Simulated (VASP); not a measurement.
Here is the system:

```xyz
2
Lattice="1.3821 -2.3938 0.0000 1.3821 2.3938 0.0000 0.0000 0.0000 4.3546" Properties=species:S:1:pos:R:3 pbc="T T T"
Os     1.3821     0.7979     1.0886
Os     1.3821    -0.7979     3.2659
```

Calculation: RPBE GGA, VASP's PBE PAW potentials (set 64) (plane waves; VASP 6.6.1). Numerical set-up: 520 eV cut-off, Gaussian smearing of 0.050 eV, potentials Os.

Unless said otherwise, spin-orbit coupling is left out, though it shifts the bands of the heavy elements here.

### Question
What does the run give for the band gap (along the path) with the smallest direct gap where there is one?

### Answer

```
Item                                                         Result
-------------------------  ----------------------------------------
band gap (along the path)  none (metal, semimetal or under 0.01 eV)
```

Only differences to runs with the same potentials and settings are physical.

The compound is Os in the hcp structure. It was relaxed first.
